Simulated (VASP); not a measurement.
# Ga₂Se₃ (space group Imm2): computed properties

All values below come from LDA (Ceperley-Alder, Perdew-Zunger), VASP's LDA PAW potentials (set 64) (plane waves; VASP).

```json
{
 "space_group": "Imm2 (44)",
 "cell": "a = 3.7895 Å, b = 11.3658 Å, c = 5.4432 Å, α = β = γ = 90.00°",
 "volume_per_atom": "23.44 Å³/atom",
 "band gap (over mesh and band path)": "0.49 eV",
 "smallest direct gap (over mesh and band path)": "0.60 eV",
 "band_edge_character_without_spin_orbit_coupling": "indirect, X to Γ",
 "band_gap_with_spin_orbit_coupling": "0.49 eV",
 "density": "5.33 g/cm³"
}
```

Ga2Se3 has the orthorhombic space group Imm2 (No. 44), Pearson symbol oI10. Cell: a = 3.7895 Å, b = 11.3658 Å, c = 5.4432 Å, α = β = γ = 90.00°. Ga on 4d sees 4 Se at 2.329–2.442 Å (tetrahedral). Se1 on 4d is surrounded by 3 Ga at 2.420–2.442 Å (trigonal pyramidal). Se2 on 2b is surrounded by 2 Ga at 2.329 Å (bent). (Neighbours: up to the widest gap in distance over summed covalent radii, below 1.35, at either atom; cation-cation and far metal-metal contacts left out.)
(The calculation used a cell of 5 atoms; values per cell refer to that cell.)

The structure comes from a computed database's Ga2Se3 entry (Imm2); how it stands against other phases isn't given here. It was relaxed first, which changed the volume by -7 %. Symmetry was kept, so distortions that lower it aren't found.
